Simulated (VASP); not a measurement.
Level of theory: PBE GGA, VASP's PBE PAW potentials (set 64) (plane waves; VASP).

A VASP calculation is set up with these files.

KPOINTS:
```
Automatic mesh
0
Gamma
8 8 6
0 0 0
```

INCAR:
```
SYSTEM  =  NiSb
PREC  =  Accurate; ENCUT  =  480; LREAL  =  .FALSE.
LASPH  =  .TRUE.
EDIFF  =  1E-7; NELM  =  100; ALGO  =  Normal
LMAXMIX  =  4
ISMEAR  =  1; SIGMA  =  0.1
GGA  =  PE
IBRION  =  2; NSW  =  40; ISIF  =  3
EDIFFG  =  -0.01; PSTRESS  =  10
LWAVE  =  .FALSE.; LCHARG  =  .FALSE.
```

POSCAR:
```
NiSb
1
    1.9803868827    -3.4301308676    -0.0000000000
    1.9803868827     3.4301308676    -0.0000000000
   -0.0000000000    -0.0000000000     5.1491201813
Ni Sb
2 2
Direct
  0.0000000000   0.0000000000   0.5000000000
  0.0000000000   0.0000000000   1.0000000000
  0.3333330000   0.6666670000   0.2500000000
  0.6666670000   0.3333330000   0.7500000000
```

POTCAR, in this order: Ni Sb (PBE.64 set). Program: vasp_std.

Output

File OUTCAR:
```
 ion  position               nearest neighbor table
   1  0.000  0.000  0.500-   2 2.57   2 2.57   4 2.62   3 2.62   4 2.62   3 2.62   4 2.62   3 2.62
  LATTYP: Found a hexagonal cell.
 ALAT       =     3.9607739110
 C/A-ratio  =     1.3000288067
 Subroutine PRICEL returns:
 Original cell was already a primitive cell.
 Subroutine GETGRP returns: Found 24 space group operations
The static configuration has the point symmetry D_3d.
 The point group associated with its full space group is D_6h.
The dynamic configuration has the point symmetry D_3d.
 Subroutine INISYM returns: Found 24 space group operations
 Subroutine IBZKPT returns following result:
 Found     40 irreducible k-points:

 Following reciprocal coordinates:
            Coordinates               Weight
  0.000000  0.000000  0.000000      1.000000
  0.125000  0.000000  0.000000      6.000000
  0.250000  0.000000  0.000000      6.000000
  0.375000 -0.000000  0.000000      6.000000
  0.500000  0.000000  0.000000      3.000000
  0.125000  0.125000  0.000000      6.000000
  0.250000  0.125000  0.000000     12.000000
  0.375000  0.125000  0.000000     12.000000
...
```

**OSZICAR**
```
       N       E                     dE             d eps       ncg     rms          rms(c)
DAV:   1     0.164596924077E+03    0.16460E+03   -0.11869E+04  1520   0.151E+03
DAV:   2    -0.127658382854E+02   -0.17736E+03   -0.17268E+03  1532   0.314E+02
DAV:   3    -0.214591989862E+02   -0.86934E+01   -0.83887E+01  1761   0.855E+01
DAV:   4    -0.217093474437E+02   -0.25015E+00   -0.24807E+00  1738   0.137E+01
DAV:   5    -0.217173686800E+02   -0.80212E-02   -0.80180E-02  1911   0.253E+00    0.132E+01
DAV:   6    -0.246005034492E+02   -0.28831E+01   -0.36646E+01  1657   0.109E+02    0.179E+01
DAV:   7    -0.203136056791E+02    0.42869E+01   -0.13528E+01  1655   0.766E+01    0.386E+00
DAV:   8    -0.203686795068E+02   -0.55074E-01   -0.16739E+00  2088   0.122E+01    0.269E+00
DAV:   9    -0.203075462801E+02    0.61133E-01   -0.24977E-01  1741   0.873E+00    0.642E-01
DAV:  10    -0.203081257344E+02   -0.57945E-03   -0.76432E-03  1595   0.795E-01    0.510E-01
DAV:  11    -0.203077623591E+02    0.36338E-03   -0.72467E-04  1698   0.228E-01    0.162E-01
DAV:  12    -0.203074989708E+02    0.26339E-03   -0.81109E-04  2103   0.495E-01    0.474E-02
DAV:  13    -0.203075053864E+02   -0.64156E-05   -0.88934E-05  1607   0.689E-02    0.373E-02
DAV:  14    -0.203075058926E+02   -0.50625E-06   -0.50048E-06  1638   0.259E-02    0.620E-03
DAV:  15    -0.203075051557E+02    0.73693E-06   -0.87022E-07  1697   0.149E-02    0.262E-03
DAV:  16    -0.203075049348E+02    0.22089E-06   -0.16058E-07   847   0.542E-03    0.100E-03
DAV:  17    -0.203075049616E+02   -0.26833E-07   -0.11867E-07   802   0.241E-03
   1 F= -.19870875E+02 E0= -.19871348E+02  d E =-.198709E+02
```

OUTCAR:
```
------------------------ aborting loop because EDIFF is reached ----------------------------------------
  FORCE on cell =-STRESS in cart. coord.  units (eV):
  Direction    XX          YY          ZZ          XY          YZ          ZX
  --------------------------------------------------------------------------------------
  Total        0.4436761      0.4436762      0.4593852      0.0000000     -0.0000000      0.0000000
  in kB       10.1613842     10.1613852     10.5211659      0.0000000     -0.0000000      0.0000000
  external PRESSURE =       0.2813118 kB  Pullay stress =      10.0000000 kB
  volume of cell :       69.96
      direct lattice vectors                 reciprocal lattice vectors
     1.980386883 -3.430130868  0.000000000     0.252475920 -0.145767033  0.000000000
     1.980386883  3.430130868  0.000000000     0.252475920  0.145767033  0.000000000
     0.000000000  0.000000000  5.149120181     0.000000000  0.000000000  0.194207935
 POSITION                                       TOTAL-FORCE (eV/Angst)
 -----------------------------------------------------------------------------------
      0.00000      0.00000      2.57456        -0.000000      0.000000      0.000000
      0.00000      0.00000      0.00000         0.000000      0.000000      0.000000
      1.98039      1.14338      1.28728        -0.000000      0.000000      0.000000
      1.98039     -1.14338      3.86184         0.000000     -0.000000      0.000000
 -----------------------------------------------------------------------------------
    total drift:                                0.000000      0.000000      0.000000
  FREE ENERGIE OF THE ION-ELECTRON SYSTEM (eV)
  ---------------------------------------------------
  free  energy   TOTEN  =       -20.3075049616 eV

  energy  without entropy=      -20.3089235469  energy(sigma->0) =      -20.30797782
  enthalpy is  TOTEN    =       -19.8708753632 eV   P V=        0.4366295984

 reached required accuracy - stopping structural energy minimisation
```
(Selected blocks of OUTCAR.)

The compound is NiSb in the NiAs type structure. It was relaxed first under an external pressure of 1 GPa. The run is not spin-polarised, so no magnetic state was tried.
